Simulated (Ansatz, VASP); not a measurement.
**Si3N4 (Si3N4 (P6_3/m)): VASP beside Ansatz**

Wanted: the spread between two codes on one cell, functional and k mesh. The cell is taken from a series of runs on this material, whose earlier steps may have relaxed, scaled, displaced or heated it; both programs get it as it stands.

Calculated with Ansatz 0.2.0; plane waves, with VASP 6.6.1 beside it; relaxation of cell and atoms at r2SCAN.

### 1. The starting structure

Symmetry: P6_3/m, No. 176, hexagonal system. Conventional cell: a = 7.605 Å, b = 7.605 Å, c = 2.905 Å, α = 90.00°, β = 90.00°, γ = 120.00°. Nearest to Si lie 4 N at 1.73 to 1.74 Å. Nearest to N lie 3 Si at 1.73 Å. N has 3 Si at 1.73 to 1.74 Å nearest. Farther neighbours and most contacts between anions are not listed.

Structure file:

```xyz
14
Lattice="7.6045 0.0000 0.0000 -3.8023 6.5857 0.0000 0.0000 0.0000 2.9052" Properties=species:S:1:pos:R:3 pbc="T T T"
Si   -1.3794    5.4329    2.1789
Si    2.2098    1.5218    0.7263
Si    4.0153    3.9110    0.7263
Si   -0.2130    2.6747    2.1789
Si    1.5924    5.0639    2.1789
Si    5.1817    1.1529    0.7263
N     0.0000    4.3905    2.1789
N     3.8023    2.1952    0.7263
N     4.8233    4.4115    2.1789
N    -1.4088    6.3829    0.7263
N     2.4298    4.6143    0.7263
N     1.3724    1.9714    2.1789
N    -1.0210    2.1743    0.7263
N     5.2111    0.2029    2.1789
```

### 2. VASP: relaxation of cell and atoms, r2SCAN

The relaxed volume is the usual yardstick between codes: in a stiff, nearly cubic crystal its relative difference is about their pressure difference at one cell divided by the bulk modulus.

Lines of VASP's logs that name or quote its potential files are left out, and so is its time.

File INCAR:

```
SYSTEM = Si3N4
PREC = Accurate
ENCUT = 660
EDIFF = 1E-07
NELM = 120
ISMEAR = -1
SIGMA = 0.01
LREAL = .FALSE.
ALGO = Normal
METAGGA = R2SCAN
LASPH = .TRUE.
NBANDS = 46
LORBIT = 11
LWAVE = .FALSE.
LCHARG = .FALSE.
ISIF = 3
IBRION = 2
NSW = 80
EDIFFG = -0.005
GGA_COMPAT = .FALSE.
NELMIN = 4
EFERMI = MIDGAP
LMIXTAU = .TRUE.
KPAR = 4
```

File POSCAR:

```
Si3N4
1.0
    7.6045440000      0.0000000000      0.0000000000
   -3.8022720000      6.5857290000      0.0000000000
    0.0000000000      0.0000000000      2.9051990000
Si N
6 8
Direct
    0.2310825169      0.8249461525      0.7500000000
    0.4061363479      0.2310824423      0.2500000000
    0.8249462271      0.5938636938      0.2500000000
    0.1750538892      0.4061362733      0.7500000000
    0.5938637684      0.7689175249      0.7500000000
    0.7689175995      0.1750538146      0.2500000000
    0.3333333915      0.6666666503      0.7500000000
    0.6666667249      0.3333333169      0.2500000000
    0.9691945536      0.6698533966      0.7500000000
    0.2993411406      0.9691944790      0.2500000000
    0.6698534712      0.7006589012      0.2500000000
    0.3301466452      0.2993410660      0.7500000000
    0.0308055628      0.3301465706      0.2500000000
    0.7006589758      0.0308054882      0.7500000000
```

File KPOINTS:

```
Automatic mesh
0
Gamma
4 4 9
0 0 0
```

PAW data sets: Si and N (PBE family, release 64).

On the command line:

```sh
$ mpirun -np 4 vasp_std
```

Numbers of over 12 decimals in the logs are rounded to 6 here.

Log:

```text
[banner, memory and clock lines left out]
running    4 mpi-ranks, on    1 nodes
 distrk:  each k-point on    1 cores,    4 groups
 distr:  one band on    1 cores,    1 groups

 POSCAR found type information on POSCAR SiN
 POSCAR found :  2 types and      14 ions
|                                                                             |
|               ----> ADVICE to this user running VASP <----                  |
|                                                                             |
|     You enforced a specific xc type in the INCAR file but a different       |
|     [... a line on the potential file left out ...]
|     I HOPE YOU KNOW WHAT YOU ARE DOING!                                     |
|                                                                             |

 LDA part: xc-table for (None), standard interpolation
 POSCAR, INCAR and KPOINTS ok, starting setup
 FFT: planning ... GRIDC
 FFT: planning ... GRID_SOFT
 FFT: planning ... GRID
 WAVECAR not read
 entering main loop
       N       E                     dE             d eps       ncg     rms          rms(c)
DAV:   1     0.293773087330E+03    0.29377E+03   -0.37325E+04  1840   0.161E+03
DAV:   2    -0.149514913198E+03   -0.44329E+03   -0.41985E+03  2376   0.338E+02
DAV:   3    -0.177319658097E+03   -0.27805E+02   -0.27600E+02  2384   0.907E+01
DAV:   4    -0.177759079045E+03   -0.43942E+00   -0.43799E+00  2320   0.119E+01
DAV:   5    -0.177768432938E+03   -0.93539E-02   -0.93443E-02  2280   0.161E+00    0.305E+01
DAV:   6    -0.150172117637E+03    0.27596E+02   -0.46946E+01  2228   0.295E+01    0.174E+01
DAV:   7    -0.142187138161E+03    0.79850E+01   -0.35225E+00  2232   0.106E+01    0.673E+00
DAV:   8    -0.147026798763E+03   -0.48397E+01   -0.38552E+00  2120   0.106E+01    0.376E+00
DAV:   9    -0.143490580972E+03    0.35362E+01   -0.14051E+00  2038   0.834E+00    0.426E-01
DAV:  10    -0.144146494962E+03   -0.65591E+00   -0.47127E-01  2038   0.449E+00    0.629E-01
DAV:  11    -0.144111448826E+03    0.35046E-01   -0.15641E-02  2080   0.869E-01    0.634E-01
DAV:  12    -0.144107180800E+03    0.42680E-02   -0.24886E-03  2056   0.380E-01    0.552E-01
DAV:  13    -0.144149475766E+03   -0.42295E-01   -0.61447E-02  1972   0.148E+00    0.323E-01
DAV:  14    -0.144159080183E+03   -0.96044E-02   -0.60059E-03  1984   0.644E-01    0.326E-01
[...]
DAV:  18    -0.144160656694E+03   -0.17318E-04   -0.42409E-05  2074   0.413E-02    0.571E-02
DAV:  19    -0.144160591047E+03    0.65647E-04   -0.43632E-05  2080   0.356E-02    0.166E-02
DAV:  20    -0.144160679646E+03   -0.88599E-04   -0.22222E-05  2050   0.363E-02    0.107E-02
DAV:  21    -0.144160690308E+03   -0.10662E-04   -0.25534E-06  2154   0.131E-02    0.166E-02
DAV:  22    -0.144160690632E+03   -0.32408E-06   -0.27961E-07  1730   0.378E-03    0.174E-02
DAV:  23    -0.144160690918E+03   -0.28568E-06   -0.53929E-07  2068   0.426E-03    0.118E-02
DAV:  24    -0.144160692226E+03   -0.13077E-05   -0.23368E-06  2084   0.735E-03    0.114E-03
DAV:  25    -0.144160692223E+03    0.26776E-08   -0.14373E-07  1608   0.240E-03
   1 F= -.14416069E+03 E0= -.14416069E+03  d E =-.144161E+03
[... from here on, the cycles between the ionic steps are left out ...]
   2 F= -.14416058E+03 E0= -.14416058E+03  d E =0.116101E-03
   3 F= -.14416076E+03 E0= -.14416076E+03  d E =-.685968E-04
   4 F= -.14416082E+03 E0= -.14416082E+03  d E =-.591391E-04
   5 F= -.14416086E+03 E0= -.14416086E+03  d E =-.103211E-03
   6 F= -.14416089E+03 E0= -.14416089E+03  d E =-.264320E-04
   7 F= -.14416094E+03 E0= -.14416094E+03  d E =-.711047E-04
 curvature:  -1.43 expect dE=-0.276E-04 dE for cont linesearch -0.358E-05
 ZBRENT: extrapolating
 opt :   0.7599  next Energy=  -144.160939 (dE=-0.750E-04)
 bond charge predicted
       N       E                     dE             d eps       ncg     rms          rms(c)
DAV:   1    -0.144160937246E+03   -0.20448E-05   -0.26864E-03  1888   0.261E-01    0.133E-02
DAV:   2    -0.144160939428E+03   -0.21816E-05   -0.46446E-05  2312   0.330E-02    0.617E-03
DAV:   3    -0.144160938589E+03    0.83840E-06   -0.13883E-06  2228   0.920E-03    0.365E-03
DAV:   4    -0.144160938209E+03    0.38004E-06   -0.17141E-06  2068   0.780E-03    0.985E-04
DAV:   5    -0.144160938366E+03   -0.15643E-06   -0.68513E-07  2026   0.766E-03    0.679E-04
DAV:   6    -0.144160938650E+03   -0.28456E-06   -0.28276E-07  1696   0.424E-03    0.437E-04
DAV:   7    -0.144160938693E+03   -0.42553E-07   -0.17794E-08  1208   0.983E-04
   8 F= -.14416094E+03 E0= -.14416094E+03  d E =-.746624E-04
 curvature:  -1.57 expect dE=-0.132E-04 dE for cont linesearch -0.557E-10
 trial: gam=-0.01074 g(F)=  0.781E-05 g(S)=  0.608E-06 ort =-0.172E-06 (trialstep = 0.269E+00)
 search vector abs. value=  0.851E-05
 reached required accuracy - stopping structural energy minimisation
```

Parts of OUTCAR (step 2):

```text
ion  position               nearest neighbor table
   1  0.231  0.825  0.750-   7 1.73   9 1.73  10 1.74  10 1.74   5 2.99   4 2.99   3 3.05   3 3.05
                             2 3.05   2 3.05
   2  0.406  0.231  0.250-   8 1.73  10 1.73  12 1.74  12 1.74   6 2.99   3 2.99   4 3.05   4 3.05
                             1 3.05   1 3.05
   3  0.825  0.594  0.250-   8 1.73  11 1.73   9 1.74   9 1.74   2 2.99   6 2.99   5 3.05   5 3.05
                             1 3.05   1 3.05
   4  0.175  0.406  0.750-   7 1.73  12 1.73  13 1.74  13 1.74   5 2.99   1 2.99   2 3.05   2 3.05
                             6 3.05   6 3.05
   5  0.594  0.769  0.750-   7 1.73  14 1.73  11 1.74  11 1.74   1 2.99   4 2.99   3 3.05   3 3.05
                             6 3.05   6 3.05
   6  0.769  0.175  0.250-   8 1.73  13 1.73  14 1.74  14 1.74   2 2.99   3 2.99   4 3.05   4 3.05
                             5 3.05   5 3.05
   7  0.333  0.667  0.750-   5 1.73   1 1.73   4 1.73
   8  0.667  0.333  0.250-   2 1.73   6 1.73   3 1.73
   9  0.969  0.670  0.750-   1 1.73   3 1.74   3 1.74
  10  0.299  0.969  0.250-   2 1.73   1 1.74   1 1.74
  11  0.670  0.701  0.250-   3 1.73   5 1.74   5 1.74
  12  0.330  0.299  0.750-   4 1.73   2 1.74   2 1.74
  13  0.031  0.330  0.250-   6 1.73   4 1.74   4 1.74
  14  0.701  0.031  0.750-   5 1.73   6 1.74   6 1.74

  LATTYP: Found a hexagonal cell.
 ALAT       =     7.6045440000
 C/A-ratio  =     0.3820346098

 Subroutine GETGRP returns: Found 12 space group operations
 (whereof  6 operations were pure point group operations)

The static configuration has the point symmetry S_6 .
 The point group associated with its full space group is C_6h.

 Found     20 irreducible k-points:

   k-points           NKPTS =     20   k-points in BZ     NKDIM =     20   number of bands    NBANDS=     46

   dimension x,y,z NGX =    64 NGY =   64 NGZ =   24
   dimension x,y,z NGXF=   128 NGYF=  128 NGZF=   48

   ENCUT  =  660.0 eV  48.51 Ry    6.96 a.u.  15.93 15.93  6.09*2*pi/ulx,y,z

   NELECT =      64.0000    total number of electrons

 k-points in reciprocal lattice and weights: Automatic mesh
   0.00000000  0.00000000  0.00000000       0.007
   0.25000000 -0.00000000  0.00000000       0.042
   0.50000000 -0.00000000  0.00000000       0.021
   0.25000000  0.25000000  0.00000000       0.042
   0.00000000  0.00000000  0.11111111       0.014
   0.25000000 -0.00000000  0.11111111       0.083
   0.50000000 -0.00000000  0.11111111       0.042
   0.25000000  0.25000000  0.11111111       0.083
   0.00000000  0.00000000  0.22222222       0.014
[...]
0.50000000 -0.00000000  0.44444444       0.042
   0.25000000  0.25000000  0.44444444       0.083

 average (electrostatic) potential at core
       1 -85.2840       2 -85.2840       3 -85.2840       4 -85.2840       5 -85.2840
       6 -85.2840       7 -63.3822       8 -63.3822       9 -63.7488      10 -63.7488
      11 -63.7488      12 -63.7488      13 -63.7488      14 -63.7488

 E-fermi :   9.0145

 k-point     1 :       0.0000    0.0000    0.0000
  band No.  band energies     occupation
    ...
     28       5.2216      2.00000
     29       5.2216      2.00000
     30       6.0643      2.00000
     31       6.1138      2.00000
     32       6.3250      2.00000
     33      11.5241      0.00000
     34      11.8026      0.00000
     35      12.0972      0.00000
     36      12.0972      0.00000
     37      12.4315      0.00000
    ...

 k-point     2 :       0.2500   -0.0000    0.0000
  band No.  band energies     occupation
    ...
     28       4.9011      2.00000
     29       5.1726      2.00000
     30       5.9421      2.00000
     31       6.1179      2.00000
     32       6.3081      2.00000
     33      11.6688      0.00000
     34      11.9451      0.00000
     35      12.1283      0.00000
     36      12.1507      0.00000
     37      12.5698      0.00000
    ...

 k-point     3 :       0.5000   -0.0000    0.0000
  band No.  band energies     occupation
    ...
     28       4.7862      2.00000
     29       5.1648      2.00000
     30       5.7173      2.00000
     31       6.1945      2.00000
     32       6.2689      2.00000
     33      11.7961      0.00000
     34      11.9123      0.00000
     35      12.0937      0.00000
     36      12.4908      0.00000
     37      12.8525      0.00000
    ...

  Total        0.0005278      0.0005278      0.0132625      0.0000010      0.0000000      0.0000000
  in kB        0.0058111      0.0058111      0.1460100      0.0000106      0.0000000      0.0000000
  external PRESSURE =       0.0525440 kB  Pullay stress =       0.0000000 kB

  energy-cutoff  :      660.00
  volume of cell :      145.53
      direct lattice vectors                 reciprocal lattice vectors
     7.605634980 -0.000000168  0.000000000     0.131481463  0.075910846 -0.000000000
    -3.802817345  6.586673901 -0.000000000     0.000000003  0.151821698  0.000000000
     0.000000000 -0.000000000  2.905047540     0.000000000  0.000000000  0.344228446

 POSITION                                       TOTAL-FORCE (eV/Angst)
 -----------------------------------------------------------------------------------
     -1.38165      5.43109      2.17879        -0.000418      0.002508     -0.000000
      2.21135      1.51900      0.72626        -0.002381      0.000892     -0.000000
      4.01263      3.91209      0.72626         0.001963      0.001616      0.000000
     -0.20981      2.67458      2.17879        -0.001963     -0.001616      0.000000
      1.59147      5.06768      2.17879         0.002381     -0.000892      0.000000
      5.18447      1.15559      0.72626         0.000418     -0.002508      0.000000
      0.00000      4.39112      2.17879        -0.000000     -0.000000      0.000000
      3.80282      2.19556      0.72626        -0.000000     -0.000000      0.000000
      4.82149      4.41077      2.17879        -0.003323      0.003075     -0.000000
     -1.40909      6.38092      0.72626        -0.004325     -0.001340      0.000000
      2.42776      4.61652      0.72626         0.001002      0.004415     -0.000000
      1.37505      1.97015      2.17879        -0.001002     -0.004415      0.000000
     -1.01868      2.17591      0.72626         0.003323     -0.003075      0.000000
      5.21191      0.20575      2.17879         0.004325      0.001340      0.000000
 -----------------------------------------------------------------------------------
    total drift:                               -0.001674      0.000393     -0.000029

  FREE ENERGIE OF THE ION-ELECTRON SYSTEM (eV)
  ---------------------------------------------------
  free  energy   TOTEN  =      -144.1609386928 eV

  energy  without entropy=     -144.1609386928  energy(sigma->0) =     -144.16093869

 reached required accuracy - stopping structural energy minimisation

 total charge
# of ion       s       p       d       tot
------------------------------------------
    1        0.666   0.978   0.000   1.645
    2        0.666   0.978   0.000   1.645
    3        0.666   0.978   0.000   1.645
    4        0.666   0.978   0.000   1.645
    5        0.666   0.978   0.000   1.645
    6        0.666   0.978   0.000   1.645
    7        1.230   2.770   0.000   4.000
    8        1.230   2.770   0.000   4.000
    9        1.227   2.758   0.000   3.985
   10        1.227   2.758   0.000   3.985
   11        1.227   2.758   0.000   3.985
   12        1.227   2.758   0.000   3.985
   13        1.227   2.758   0.000   3.985
   14        1.227   2.758   0.000   3.985
--------------------------------------------------
tot         13.822  27.956   0.000  41.777

[... 3 further parts left out ...]
```

CONTCAR:

```
Si3N4
   1.00000000000000
     7.6056349802181007   -0.0000001675491871    0.0000000000000000
    -3.8028173450071820    6.5866739006648194   -0.0000000000000000
     0.0000000000000000   -0.0000000000000000    2.9050475402612368
  Si              N
     6     8
Direct
     0.2306166358431159    0.8245568017901979    0.7500000000000000
     0.4060598175529176    0.2306165612431137    0.2500000000000000
     0.8245568763901976    0.5939402241470898    0.2500000000000000
     0.1754432399098031    0.4060597429529128    0.7500000000000000
     0.5939402987470830    0.7693834059568836    0.7500000000000000
     0.7693834805568865    0.1754431653097977    0.2500000000000000
     0.3333333914999983    0.6666666503000016    0.7500000000000000
     0.6666667248999971    0.3333333169000028    0.2500000000000000
     0.9687621125473117    0.6696499189184849    0.7500000000000000
     0.2991121772288254    0.9687620379473166    0.2500000000000000
     0.6696499935184875    0.7008878645711740    0.2500000000000000
     0.3303501228815151    0.2991121026288232    0.7500000000000000
     0.0312380038526838    0.3303500482815123    0.2500000000000000
     0.7008879391711772    0.0312379292526878    0.7500000000000000
```

The run keeps the 12 symmetry operations of its start, so it cannot find a distortion of lower symmetry.

(Continued in part 2 of 2.)

[Lines on the potential files, build, host, timing and source positions are cut from VASP's logs without a mark.]

[Logs are printed without paths, hosts, clocks, repeated set-up lines and the standing remarks that a program may print on its own settings, such as how far it seeks lower states.]

[Hosts, paths, dates, database ids (printed as entryN), source tags and the programs' standing remarks are cut or masked in the printed files.]
